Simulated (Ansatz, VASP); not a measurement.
# Cross-check of AlRu between VASP and Ansatz

Aim: how closely do two programs agree when they are given the same cell, functional and k mesh? The cell is taken from a series of runs on this material, whose earlier steps may have relaxed, scaled, displaced or heated it; both programs get it as it stands.

Method: plane waves, with VASP 6.6.1 beside it; zone-centre phonons at LDA, in Ansatz 0.2.0.

**1. The starting structure**

It takes space group Pm-3m (No. 221, cubic). Conventional cell: a = 2.973 Å, b = 2.973 Å, c = 2.973 Å, α = 90.00°, β = 90.00°, γ = 90.00°. Al has 8 Ru at 2.57 Å nearest. Nearest to Ru lie 8 Al at 2.57 Å. Farther neighbours are not listed.

As a file:

```cif
data_structure
_symmetry_space_group_name_H-M 'Pm-3m'
_symmetry_Int_Tables_number 221
_cell_length_a 2.9732
_cell_length_b 2.9732
_cell_length_c 2.9732
_cell_angle_alpha 90.000
_cell_angle_beta 90.000
_cell_angle_gamma 90.000
_cell_volume 26.28
loop_
_atom_site_label
_atom_site_type_symbol
_atom_site_symmetry_multiplicity
_atom_site_Wyckoff_symbol
_atom_site_fract_x
_atom_site_fract_y
_atom_site_fract_z
_atom_site_occupancy
Al1 Al 1 a 0.00000 0.00000 0.00000 1
Ru1 Ru 1 b 0.50000 0.50000 0.50000 1
```

**2. Ansatz: zone-centre phonons, LDA, pair 1**

Ansatz runs on its PAW soft_1 files.

Second derivatives magnify differences that forces hide, and they need a tight electronic threshold.

Contents of input.yaml:

```yaml
crystal:
  lattice:
    - [2.9731994514, 0.0, 0.0]
    - [0.0, 2.9731994514, 0.0]
    - [0.0, 0.0, 2.9731994514]
  atoms:
    - { symbol: Al, position: [0.0, 0.0, 0.0] }
    - { symbol: Ru, position: [0.5, 0.5, 0.5] }
kpoints:
  mp_grid: { grid: [16, 16, 16] }
hamiltonian:
  xc: lda
  pseudopotentials: { kind: paw, azcp: { folder: soft_1 }, xc_functional: pbe }
scf:
  occupations: { method: methfessel_paxton, width: 0.2 }
output:
  eigenvalues: true
phonons:
  method: dfpt
```

Run with:

```sh
ansatz run input.yaml --threads 4 --pin off --max-ram 10240MiB --backend cpu --events-out ev --progress --plain --runs-dir out
```

Numbers of over 12 decimals in the logs are rounded to 6 here.

The log of the run:

```text
Engine: ansatz 0.2.0, aarch64-unknown-linux-gnu
Pseudopotentials: kind: paw
Pseudopotential: Al, paw, valence charge 3, recommended cutoff 420 eV (normal), soft_1/Al.paw.azcp
Pseudopotential: Ru, paw, valence charge 16, recommended cutoff 420 eV (normal), soft_1/Ru.paw.azcp
Functional definition: SPW92
  exchange = slater_x
  correlation = pw_c
Crystal: 2 atoms, lattice volume = 26.283 Å³
Basis set: ecut = 420 eV, 485 PW (Γ), exchange–correlation on 40×40×40 points (8 copies of the dense FFT grid, shifted against one another)
Bands: 14, of which v1, the nominal top of the filled ones, is band 10 counted from 1 (9 counted from 0)
Symmetry: 48 space group operations
k-points: 405 of 4096 (irreducible under 8 space group operations, time reversal used)
Non-local potential: Al, projectors of the file, l = 0: 2, l = 1: 2, l = 2: 1
Non-local potential: Ru, projectors of the file, l = 0: 3, l = 1: 2, l = 2: 2, l = 3: 1
PAW form: soft (Blöchl's): semilocal exchange-correlation on the pseudo side does not see the compensation charge
PAW frozen core: Al, regenerated for the run's functional, and the local potential with it (the file was generated under x = pbe(κ = 0.804, μ = 0.219515), c = pbe(β = 0.066725))
PAW frozen core: Ru, regenerated for the run's functional, and the local potential with it (the file was generated under x = pbe(κ = 0.804, μ = 0.219515), c = pbe(β = 0.066725))
PAW one-centre angular grid: Al, 110 points (default); XC on 64 Gauss nodes
PAW one-centre angular grid: Ru, 590 points (default); XC on 64 Gauss nodes
Initial density: superposition of atomic densities (chi_scale 0.1, normalization cell, long waves kept (reshape's long-wave potential 0.00 eV rms))
Initial wavefunctions: pseudopotential atomic-orbital guess
Functional: x = slater, c = lda
SCF iter   1: F=—  HF=-6273.545960 eV  |F-HF|=—  |Δ(HF+E_count)|=         —  Δρ=1.16e-1  dr2=4.21e0  ethr=3.10e-3  ⟨swp⟩=4.7  Hψ=27411  notcnv=0
preconditioner: auto → none  [metal: Δε(μ)=0.012 eV  Ē_g=8.884 eV  σ=0.200 eV  W_gap=0.05  n_scr=6 (ndim 8)  ℏωp=24.0 eV  f_vac=0.000  D(μ)=1.38/eV (n_scr^D=18)  sad-step TF]
SCF iter   2: F=—  HF=-6272.855211 eV  |F-HF|=—  |Δ(HF+E_count)|=   6.91e-1  S|Δr|=    0.00e0  Δρ=6.87e-2  dr2=1.54e0  ethr=3.10e-3  ⟨swp⟩=2.9  Hψ=12802  notcnv=0  defer=34
SCF iter   3: F=—  HF=-6272.491707 eV  |F-HF|=—  |Δ(HF+E_count)|=   3.64e-1  S|Δr|=    0.00e0  Δρ=3.96e-3  dr2=4.20e-3  ethr=3.10e-3  ⟨swp⟩=2.1  Hψ=9333  notcnv=0  defer=34
SCF iter   4: F=—  HF=-6272.491115 eV  |F-HF|=—  |Δ(HF+E_count)|=   5.93e-4  S|Δr|=    0.00e0  Δρ=5.07e-4  dr2=1.48e-5  ethr=2.21e-5  ⟨swp⟩=1.4  Hψ=9178  notcnv=0  defer=34
SCF iter   5: F=—  HF=-6272.491126 eV  |F-HF|=—  |Δ(HF+E_count)|=   1.12e-5  S|Δr|=    0.00e0  Δρ=8.39e-5  dr2=1.03e-6  ethr=7.77e-8  ⟨swp⟩=2.3  Hψ=9145  notcnv=0  defer=34
SCF iter   6: F=—  HF=-6272.491126 eV  |F-HF|=—  |Δ(HF+E_count)|=   4.63e-7  S|Δr|=    0.00e0  Δρ=1.10e-5  dr2=3.41e-8  ethr=5.43e-9  ⟨swp⟩=2.0  Hψ=9221  notcnv=0  defer=34
SCF iter   7: F=—  HF=-6272.491126 eV  |F-HF|=—  |Δ(HF+E_count)|=   7.70e-9  S|Δr|=    0.00e0  Δρ=5.80e-7  dr2=6.14e-11  ethr=1.79e-10  ⟨swp⟩=2.4  Hψ=8232  notcnv=0  defer=34
SCF iter   8: F=-6272.491126 eV  HF=-6272.491126 eV  |F-HF|=9.09e-13  |Δ(HF+E_count)|=  2.00e-11  S|Δr|=    0.00e0  Δρ=9.22e-8  dr2=1.13e-12  ethr=1.00e-12  ⟨swp⟩=5.5  Hψ=22176  notcnv=0
SCF 1 converged in 8 iterations: F = -6272.491126 eV  dr2 = 1.13e-12
  greatest PAW one-centre occupation: 1.000 electrons in one spin orbital (limit 2), on the Ru atom at site 1 (counted from 0), in its partial waves of l = 0
DFPT response loops at Γ: preconditioner auto → Kerker (q_TF=auto, 2.585 Å⁻¹) (partly filled bands, converged f_vac=0.000); β = 1.00, the filter's whole step (`scf.mixing.beta` (0.50) is not read by the response loops under this deck's `scf.mixing.preconditioner`; to damp them name `kerker` or `kerker_dos`, under which they read `scf.mixing.beta`, and type it under 1.00, their step now; both keys bind the ground state too); Broyden in place of MSR1
SCF converged after 8 iterations
Stability not checked: this state was not tested for a lower state beside it, because cold or Methfessel-Paxton smearing, or corrected tetrahedra, fill the levels in a way that the test cannot read (fill_not_monotonic; see scf.lower_state_search)
Free energy (F): -6272.491126 eV
Harris-Foulkes:  -6272.491126 eV  (|F-HF|=9.09e-13)
Internal energy: -6272.489743 eV  (E = F + TS)
E sigma→0 (E₀):  -6272.490780 eV
Entropy (-TS):   -0.001384 eV (-0.692 meV/atom)
Fermi energy:    16.095303 eV
--- Per-component energies (eV) ---
  E_band       = -120.332559
  E_kinetic    = 489.138807
  E_local      = -1799.760553  (includes V_loc(G=0)·N_el)
  E_nonlocal   = 431.740674
  E_hartree    = 650.551774
  E_xc         = -208.637664
  E_vxc        = -246.835635  (∫ρ·V_xc dr)
  E_paw        = -3828.981430  (= ΣΔE_a)
  E_vpaw       = -295.720044  (= ΣTr[D̂ρ^β])
  E_aug_tail   = 0.000597  (compensation charges beyond the density's cutoff)
  E_ewald      = -2007.169349
  E_core_change = 0.627401  (= ΣΔE_core)
  E_smearing   = -0.001384  (= −TS)
  E_closure    = -0.000000  (closes the sum)
  Σ components = -6272.491126   (vs F -6272.491126, Δ=0.00e0)
--- Band table (eV; the first three rows and the last of 405) ---
  k-point 0: bands = [... 6 lower, 12.3907, 16.2742, 16.2742, 16.2742, 22.1953, 22.1953, 22.1953, 27.1780]
  k-point 1: bands = [... 6 lower, 12.4196, 16.1756, 16.1756, 16.2840, 21.8183, 22.3501, 22.3501, 26.9988]
  k-point 2: bands = [... 6 lower, 12.4956, 15.9156, 15.9156, 16.3119, 20.9657, 22.7792, 22.7792, 26.5194]
  k-point 404: bands = [... 6 lower, 11.3638, 17.7341, 17.7341, 18.6813, 20.2383, 20.2383, 20.2383, 24.8281]
--- Phonons (Γ-DFPT): 2 representative perturbations + reference, on 405 of 4096 k-points (Σ response iterations 6) ---
  k mesh reduced under 8 symmetry operations, with k and −k counted as one. Each operation leaves every solved perturbation unchanged. A smaller set is not used because it would not reduce the number of displacements times k-points to solve
  ASR residual: 8.837e-5 → 0.000e0 eV/Å²; symmetrization residual: 1.784e-6 eV/Å²
  ASR residual per site (eV/Å²): 9.41e-6 8.84e-5
  Γ frequencies (cm⁻¹): 0.00 0.00 0.00 312.63 312.63 312.63
  non-analytic LO–TO correction: not included (Born effective charges unavailable; polar crystals: no LO–TO splitting at Γ)
```

**3. VASP: zone-centre phonons, LDA, pair 1**

The same cell, functional (in two slightly different forms), mesh and smearing now go to VASP, with its own data sets.

Lines of VASP's logs that name or quote its potential files are left out, and so is its time.

Contents of INCAR:

```
SYSTEM = AlRu
PREC = Accurate
ENCUT = 500
EDIFF = 1E-08
NELM = 120
ISMEAR = 1
SIGMA = 0.2
LREAL = .FALSE.
ALGO = Normal
GGA = PW92
NBANDS = 14
LASPH = .TRUE.
LORBIT = 11
LWAVE = .FALSE.
LCHARG = .FALSE.
ISIF = 2
IBRION = 8
GGA_COMPAT = .FALSE.
KPAR = 2
```

Contents of POSCAR:

```
AlRu
1.0
    2.9731994514      0.0000000000      0.0000000000
    0.0000000000      2.9731994514      0.0000000000
    0.0000000000      0.0000000000      2.9731994514
Al Ru
1 1
Direct
    0.0000000000      0.0000000000      0.0000000000
    0.5000000000      0.5000000000      0.5000000000
```

Contents of KPOINTS:

```
Automatic mesh
0
Gamma
16 16 16
0 0 0
```

PAW data sets: Al and Ru_pv (LDA family, release 64).

Run with:

```sh
mpirun -np 2 vasp_std
```

The log of the run:

```text
[banner, memory and clock lines left out]
running    2 mpi-ranks, on    1 nodes
 distrk:  each k-point on    1 cores,    2 groups
 distr:  one band on    1 cores,    1 groups

 POSCAR found type information on POSCAR AlRu
 POSCAR found :  2 types and       2 ions
|                                                                             |
|               ----> ADVICE to this user running VASP <----                  |
|                                                                             |
|     You enforced a specific xc type in the INCAR file but a different       |
|     [... a line on the potential file left out ...]
|     I HOPE YOU KNOW WHAT YOU ARE DOING!                                     |
|                                                                             |

 LDA part: xc-table for (Slater(with rela. corr.)+PW92), standard interpolation
 POSCAR, INCAR and KPOINTS ok, starting setup
 FFT: planning ... GRIDC
 FFT: planning ... GRID_SOFT
 FFT: planning ... GRID
 WAVECAR not read
 entering main loop
       N       E                     dE             d eps       ncg     rms          rms(c)
DAV:   1     0.111103004914E+03    0.11110E+03   -0.92948E+03  4828   0.111E+03
DAV:   2    -0.149112417620E+02   -0.12601E+03   -0.12048E+03  5124   0.315E+02
DAV:   3    -0.168385015393E+02   -0.19273E+01   -0.19163E+01  5598   0.410E+01
DAV:   4    -0.168531338662E+02   -0.14632E-01   -0.14627E-01  5886   0.361E+00
DAV:   5    -0.168533513150E+02   -0.21745E-03   -0.21743E-03  5976   0.366E-01    0.128E+01
DAV:   6    -0.162623679972E+02    0.59098E+00   -0.25596E+00  4830   0.184E+01    0.240E+00
DAV:   7    -0.161873738643E+02    0.74994E-01   -0.21548E-01  4896   0.547E+00    0.220E+00
DAV:   8    -0.161671293635E+02    0.20245E-01   -0.22937E-02  5676   0.116E+00    0.201E-01
DAV:   9    -0.161669639084E+02    0.16546E-03   -0.73779E-04  5830   0.160E-01    0.129E-01
DAV:  10    -0.161669438549E+02    0.20054E-04   -0.40673E-05  5640   0.764E-02    0.133E-02
DAV:  11    -0.161669428803E+02    0.97463E-06   -0.38699E-06  5980   0.238E-02    0.617E-03
DAV:  12    -0.161669427989E+02    0.81308E-07   -0.84505E-08  5644   0.311E-03    0.311E-04
DAV:  13    -0.161669427985E+02    0.44588E-09   -0.18683E-09  4140   0.393E-04
   1 F= -.16166943E+02 E0= -.16166469E+02  d E =-.142134E-02
 Linear response reoptimize wavefunctions to high precision
DAV:   1    -0.161669427985E+02   -0.31150E-10   -0.24700E-10  4480   0.137E-04
 Linear response DOF=           2
 Linear response progress:
  Degree of freedom:   1/  2
       N       E                     dE             d eps       ncg     rms          rms(c)
RMM:   1    -0.671640323271E-02   -0.67164E-02    0.32054E-03 20856   0.111E+00
RMM:   2    -0.612159175813E-02    0.59481E-03   -0.40260E-04 16914   0.147E-01    0.621E-02
RMM:   3    -0.605695793063E-02    0.64634E-04   -0.17761E-04 16651   0.815E-02    0.292E-02
RMM:   4    -0.612042375390E-02   -0.63466E-04   -0.89840E-05 17703   0.544E-02    0.714E-03
RMM:   5    -0.612236504459E-02   -0.19413E-05   -0.26215E-06 16977   0.152E-02    0.188E-03
RMM:   6    -0.612562362806E-02   -0.32586E-05   -0.24653E-07 19300   0.411E-03    0.751E-04
RMM:   7    -0.612408512370E-02    0.15385E-05   -0.26249E-08 18286   0.119E-03    0.106E-04
RMM:   8    -0.612419922378E-02   -0.11410E-06   -0.56443E-09 19293   0.322E-04    0.796E-05
RMM:   9    -0.612429851482E-02   -0.99291E-07   -0.34898E-09 20621   0.106E-04    0.201E-05
RMM:  10    -0.612430099215E-02   -0.24773E-08   -0.36610E-09 20180   0.553E-05    0.266E-06
 first order change of Fermi-energy  -0.21412E-03
 force on displaced ion       1 direction 1 :  -7.764   0.000  -0.000
 Linear response progress:
  Degree of freedom:   2/  2
       N       E                     dE             d eps       ncg     rms          rms(c)
RMM:   1    -0.532423819487E+00   -0.53242E+00    0.41889E+00 11933   0.642E+01
RMM:   2    -0.641690813943E+00   -0.10927E+00   -0.12076E-01 16830   0.309E+00    0.157E-01
RMM:   3    -0.641942654438E+00   -0.25184E-03   -0.21480E-03 19476   0.362E-01    0.883E-02
RMM:   4    -0.641500371454E+00    0.44228E-03   -0.21864E-04 19581   0.136E-01    0.203E-02
RMM:   5    -0.641429371426E+00    0.71000E-04   -0.17368E-05 20794   0.346E-02    0.100E-02
RMM:   6    -0.641375068219E+00    0.54303E-04   -0.17327E-06 21154   0.103E-02    0.760E-04
RMM:   7    -0.641376549966E+00   -0.14817E-05   -0.41702E-07 22177   0.238E-03    0.406E-04
RMM:   8    -0.641378953028E+00   -0.24031E-05   -0.23340E-07 22572   0.966E-04    0.147E-04
RMM:   9    -0.641379784096E+00   -0.83107E-06   -0.19528E-07 22670   0.554E-04    0.656E-05
RMM:  10    -0.641380946715E+00   -0.11626E-05   -0.13327E-07 23284   0.381E-04    0.760E-06
RMM:  11    -0.641380915524E+00    0.31191E-07   -0.98324E-08 25290   0.266E-04    0.371E-06
RMM:  12    -0.641380866706E+00    0.48818E-07   -0.87565E-08 24722   0.225E-04    0.171E-06
RMM:  13    -0.641380828137E+00    0.38569E-07   -0.68934E-08 24840   0.204E-04    0.100E-06
RMM:  14    -0.641380829828E+00   -0.16912E-08   -0.64987E-08 25132   0.191E-04    0.648E-07
 first order change of Fermi-energy   0.21439E-02
 force on displaced ion       2 direction 1 :  -7.757   0.000  -0.000
 Linear response finished
```

From OUTCAR (step 3):

```text
ion  position               nearest neighbor table
   1  0.000  0.000  0.000-   2 2.57   2 2.57   2 2.57   2 2.57   2 2.57   2 2.57   2 2.57   2 2.57

  LATTYP: Found a simple cubic cell.
 ALAT       =     2.9731994514

 Subroutine GETGRP returns: Found 48 space group operations
 (whereof 48 operations were pure point group operations)

The static configuration has the point symmetry O_h .

 Found    165 irreducible k-points:

   k-points           NKPTS =    165   k-points in BZ     NKDIM =    165   number of bands    NBANDS=     14

   dimension x,y,z NGX =    24 NGY =   24 NGZ =   24
   dimension x,y,z NGXF=    48 NGYF=   48 NGZF=   48

   ENCUT  =  500.0 eV  36.75 Ry    6.06 a.u.   5.42  5.42  5.42*2*pi/ulx,y,z

   NELECT =      17.0000    total number of electrons

 k-points in reciprocal lattice and weights: Automatic mesh
   0.00000000  0.00000000  0.00000000       0.000
   0.06250000  0.00000000  0.00000000       0.001
   0.12500000  0.00000000  0.00000000       0.001
   0.18750000  0.00000000  0.00000000       0.001
   0.25000000  0.00000000  0.00000000       0.001
   0.31250000  0.00000000  0.00000000       0.001
   0.37500000  0.00000000  0.00000000       0.001
   0.43750000  0.00000000  0.00000000       0.001
   0.50000000  0.00000000  0.00000000       0.001
[...]
0.50000000  0.50000000  0.43750000       0.001
   0.50000000  0.50000000  0.50000000       0.000

 average (electrostatic) potential at core
       1 -66.5571       2 -68.1866

  Total       -0.6556493     -0.6556493     -0.6556493     -0.0000000     -0.0000000      0.0000000
  in kB      -39.9677800    -39.9677800    -39.9677800     -0.0000000     -0.0000000      0.0000000
  external PRESSURE =     -39.9677800 kB  Pullay stress =       0.0000000 kB

  energy-cutoff  :      500.00
  volume of cell :       26.28
      direct lattice vectors                 reciprocal lattice vectors
     2.973199451  0.000000000  0.000000000     0.336338014  0.000000000  0.000000000
     0.000000000  2.973199451  0.000000000     0.000000000  0.336338014  0.000000000
     0.000000000  0.000000000  2.973199451     0.000000000  0.000000000  0.336338014

 POSITION                                       TOTAL-FORCE (eV/Angst)
 -----------------------------------------------------------------------------------
      0.00000      0.00000      0.00000         0.000000      0.000000      0.000000
      1.48660      1.48660      1.48660         0.000000      0.000000      0.000000
 -----------------------------------------------------------------------------------
    total drift:                                0.000000     -0.000000     -0.000000

 Eigenvectors and eigenvalues of the dynamical matrix
 ----------------------------------------------------

   1 f  =    9.438375 THz    59.303058 2PiTHz  314.830298 cm-1    39.033965 meV
             X         Y         Z           dx          dy          dz
      0.000000  0.000000  0.000000     0.000000   -0.871917   -0.170911
      1.486600  1.486600  1.486600    -0.000000    0.450289    0.088265

   2 f  =    9.438375 THz    59.303058 2PiTHz  314.830298 cm-1    39.033965 meV
             X         Y         Z           dx          dy          dz
      0.000000  0.000000  0.000000     0.888509    0.000000    0.000000
      1.486600  1.486600  1.486600    -0.458858    0.000000    0.000000

   3 f  =    9.438375 THz    59.303058 2PiTHz  314.830298 cm-1    39.033965 meV
             X         Y         Z           dx          dy          dz
      0.000000  0.000000  0.000000     0.000000   -0.170911    0.871917
      1.486600  1.486600  1.486600     0.000000    0.088265   -0.450289

   4 f/i=    0.001784 THz     0.011207 2PiTHz    0.059497 cm-1     0.007377 meV
             X         Y         Z           dx          dy          dz
      0.000000  0.000000  0.000000     0.376870   -0.241628    0.100677
      1.486600  1.486600  1.486600     0.729751   -0.467876    0.194946

   5 f/i=    0.001784 THz     0.011207 2PiTHz    0.059497 cm-1     0.007377 meV
             X         Y         Z           dx          dy          dz
      0.000000  0.000000  0.000000     0.258562    0.316111   -0.209214
      1.486600  1.486600  1.486600     0.500667    0.612100   -0.405112

   6 f/i=    0.001784 THz     0.011207 2PiTHz    0.059497 cm-1     0.007377 meV
             X         Y         Z           dx          dy          dz
      0.000000  0.000000  0.000000     0.040812    0.228563    0.395783
      1.486600  1.486600  1.486600     0.079026    0.442577    0.766374

 ELASTIC MODULI CONTR FROM IONIC RELAXATION (kBar)
 Direction    XX          YY          ZZ          XY          YZ          ZX
 --------------------------------------------------------------------------------
 XX           0.0000      0.0000      0.0000      0.0000      0.0000      0.0000
 YY           0.0000      0.0000      0.0000      0.0000      0.0000      0.0000
 ZZ           0.0000      0.0000      0.0000      0.0000      0.0000      0.0000
 XY           0.0000      0.0000      0.0000      0.0000      0.0000      0.0000
 YZ           0.0000      0.0000      0.0000      0.0000      0.0000      0.0000
 ZX           0.0000      0.0000      0.0000      0.0000      0.0000      0.0000
 --------------------------------------------------------------------------------
```

This run has no spin polarisation. Its electron count is odd, so without a moment it is a metal by construction.

**4. Side by side**

Known differences besides the potentials themselves: the data sets hold 19 valence electrons in Ansatz (on its PAW soft_1 files) and 17 in VASP; the cutoff is 420 eV in Ansatz and 500 eV in VASP; VASP's log shows a relativistic correction to its local exchange, Ansatz's none. Total energies have different zeros and are not compared.

The two programs side by side:

```tsv
quantity	Ansatz	VASP	difference
optical mode 1 to 3 (cm⁻¹)	312.6	314.8	-0.70 %
```

Modes are paired by rising frequency, not by their patterns, so a pair may set unlike modes beside each other; they are those without the splitting of longitudinal modes.

(Part 1 of 2 ends here.)

[Lines on the potential files, build, host, timing and source positions are cut from VASP's logs without a mark.]

[Logs are printed without paths, hosts, clocks, repeated set-up lines and the standing remarks that a program may print on its own settings, such as how far it seeks lower states.]

[Hosts, paths, dates, database ids (printed as entryN), source tags and the programs' standing remarks are cut or masked in the printed files.]
